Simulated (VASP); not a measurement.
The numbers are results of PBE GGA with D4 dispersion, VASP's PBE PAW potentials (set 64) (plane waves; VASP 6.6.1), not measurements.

VASP ran on this input.

**KPOINTS**
```
Automatic mesh
0
G
  8 8 8
0 0 0
```

POSCAR:
```
Cs
1
   -3.0500000000     3.0500000000     3.0500000000
    3.0500000000    -3.0500000000     3.0500000000
    3.0500000000     3.0500000000    -3.0500000000
Cs
1
Direct
  0.0000000000   0.0000000000   0.0000000000
```

### INCAR
```
# general
SYSTEM  = Cs
PREC    = Accurate
ENCUT   = 520
LREAL   = .False.
LASPH   = .True.

# electronic loop
EDIFF   = 1E-6
NELM    = 100
ALGO    = Normal
LMAXMIX = 4

# smearing
ISMEAR  = 1
SIGMA   = 0.1

# functional
GGA     = PE
IVDW    = 13

# ions
IBRION  = 2
NSW     = 60
ISIF    = 3
EDIFFG  = -0.01

# output
LWAVE   = .False.
LCHARG  = .False.
```

POTCAR, in this order: Cs_sv (PBE.64 set). Program: vasp_std.

Output of the run:

OSZICAR:
```
       N       E                     dE             d eps       ncg     rms          rms(c)
DAV:   1     0.549317080014E+02    0.54932E+02   -0.29398E+03   464   0.773E+02
DAV:   2     0.378156923331E+01   -0.51150E+02   -0.49845E+02   656   0.121E+02
DAV:   3    -0.781683386247E+00   -0.45633E+01   -0.45632E+01   464   0.453E+01
DAV:   4    -0.842726668709E+00   -0.61043E-01   -0.61042E-01   864   0.636E+00
DAV:   5    -0.842736369300E+00   -0.97006E-05   -0.97005E-05   584   0.788E-02    0.129E-01
DAV:   6    -0.843115827278E+00   -0.37946E-03   -0.14816E-03   808   0.225E-01    0.880E-02
DAV:   7    -0.843959028655E+00   -0.84320E-03   -0.35119E-03   496   0.360E-01    0.368E-02
DAV:   8    -0.844064907288E+00   -0.10588E-03   -0.13554E-04   728   0.911E-02    0.433E-03
DAV:   9    -0.844066503261E+00   -0.15960E-05   -0.34528E-06   760   0.117E-02    0.284E-03
DAV:  10    -0.844065875678E+00    0.62758E-06   -0.90583E-07   648   0.571E-03
   1 F= -.90915262E+00 E0= -.90817452E+00  d E =-.909153E+00
       N       E                     dE             d eps       ncg     rms          rms(c)
DAV:   1    -0.844500148263E+00   -0.43365E-03   -0.12709E-02   472   0.733E-01    0.981E-02
DAV:   2    -0.844060362300E+00    0.43979E-03   -0.59023E-04   496   0.154E-01    0.452E-02
DAV:   3    -0.843921785974E+00    0.13858E-03   -0.51836E-04   536   0.137E-01    0.943E-03
DAV:   4    -0.843923675515E+00   -0.18895E-05   -0.19896E-06   576   0.126E-02    0.425E-03
DAV:   5    -0.843924863959E+00   -0.11884E-05   -0.47809E-07   400   0.507E-03    0.783E-04
DAV:   6    -0.843924419544E+00    0.44442E-06   -0.33746E-08   336   0.150E-03
   2 F= -.90921734E+00 E0= -.90823763E+00  d E =-.647224E-04
       N       E                     dE             d eps       ncg     rms          rms(c)
DAV:   1    -0.848618174724E+00   -0.46933E-02   -0.11508E-01   464   0.221E+00    0.296E-01
DAV:   2    -0.844652500443E+00    0.39657E-02   -0.53560E-03   464   0.464E-01    0.136E-01
DAV:   3    -0.843400420241E+00    0.12521E-02   -0.46926E-03   504   0.412E-01    0.284E-02
DAV:   4    -0.843404640379E+00   -0.42201E-05   -0.18447E-05   552   0.385E-02    0.129E-02
DAV:   5    -0.843408356399E+00   -0.37160E-05   -0.45838E-06   608   0.153E-02    0.252E-03
DAV:   6    -0.843406888640E+00    0.14678E-05   -0.21394E-07   344   0.435E-03    0.271E-04
DAV:   7    -0.843406841150E+00    0.47489E-07   -0.22567E-08   304   0.140E-03
   3 F= -.90932176E+00 E0= -.90833794E+00  d E =-.169137E-03
```

OUTCAR:
```
------------------------ aborting loop because EDIFF is reached ----------------------------------------
  Edisp (eV):   -0.06591
  FORCE on cell =-STRESS in cart. coord.  units (eV):
  Direction    XX          YY          ZZ          XY          YZ          ZX
  --------------------------------------------------------------------------------------
  Total      -0.00410    -0.00410    -0.00410     0.00000     0.00000    -0.00000
  in kB      -0.05865    -0.05865    -0.05865     0.00000     0.00000    -0.00000
  external pressure =       -0.06 kB  Pullay stress =        0.00 kB
  volume of cell :      112.04
      direct lattice vectors                 reciprocal lattice vectors
    -3.036940213  3.036940213  3.036940213     0.000000000  0.164639395  0.164639395
     3.036940213 -3.036940213  3.036940213     0.164639395  0.000000000  0.164639395
     3.036940213  3.036940213 -3.036940213     0.164639395  0.164639395  0.000000000
 POSITION                                       TOTAL-FORCE (eV/Angst)
 -----------------------------------------------------------------------------------
     -0.00000      0.00000      0.00000         0.000000      0.000000     -0.000000
 -----------------------------------------------------------------------------------
    total drift:                                0.000000      0.000000     -0.000000
  FREE ENERGIE OF THE ION-ELECTRON SYSTEM (eV)
  ---------------------------------------------------
  free  energy   TOTEN  =        -0.9093217579 eV

  energy  without entropy=       -0.9063702893  energy(sigma->0) =       -0.90833794

 reached required accuracy - stopping structural energy minimisation
```
(Selected blocks of OUTCAR.)

File CONTCAR:
```
Cs
   1.00000000000000
    -3.0369402130100038    3.0369402130100038    3.0369402130100038
     3.0369402130100038   -3.0369402130100038    3.0369402130100038
     3.0369402130100038    3.0369402130100038   -3.0369402130100038
  Cs
     1
Direct
     0.0000000000000000    0.0000000000000000    0.0000000000000000
```

The compound is Cs in the bcc structure. This run relaxes it. Symmetry was kept, so distortions that lower it aren't found.
